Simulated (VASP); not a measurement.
PbO (relaxed from the NiAs type structure, space group P6_3/mmc) relaxed at rising pressure, in one space group throughout; other phases were not tried. The pressures are those reached. Calculation: PBEsol GGA, VASP's PBE PAW potentials (set 64) (plane waves; VASP).

| P (GPa) | V (Å³/atom) | k-mesh |
|---|---|---|
| -0.06 | 17.473 | 10×10×5 |
| 5.12 | 16.621 | 10×10×5 |
| 10.06 | 15.952 | 10×10×5 |
| 19.88 | 14.931 | 11×11×5 |
| 29.94 | 14.125 | 11×11×5 |

A change of mesh leaves a small step in the series.

**Question.** Fit an equation of state and predict the volume at 44.99 GPa.

**Answer.** Least squares on the third-order Birch-Murnaghan form, P = (3B0/2)(y⁷ − y⁵)[1 + (3/4)(B′ − 4)(y² − 1)] with y = (V0/V)^(1/3), gives V0 = 17.463 Å³/atom, B0 = 94 GPa and B′ = 3.9, and so 13.202 Å³/atom. The run gave 13.160 Å³/atom, -0.3 % from the fit.

Pressures at which the relaxation failed are left out.

The structure was generated: PbO was put into the NiAs type type (P6_3/mmc), which need not be its known phase.
